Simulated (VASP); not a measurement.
Given:

```
CELL_PARAMETERS angstrom
      0.00000     2.72216     2.72216
      2.72216     0.00000     2.72216
      2.72216     2.72216     0.00000
ATOMIC_POSITIONS crystal
  Ag 0.00000 0.00000 0.00000
  Cl 0.50000 0.50000 0.50000
```

All values below come from r2SCAN+rVV10, VASP's PBE PAW potentials (set 64) (plane waves; VASP). Run with 520 eV cut-off, 8×8×8 Γ-centred mesh, Gaussian smearing of 0.050 eV, potentials Ag Cl.

Question: Give the stress tensor in GPa (positive for a compressed cell).

Answer: 
```
1.87  0.00  0.00
0.00  1.87  0.00
0.00  0.00  1.87
```
The pressure is its mean diagonal, 1.87 GPa.

The compound is AgCl in the rock salt structure. This cell is one point of a volume scan, at 0.97 of the reference volume.
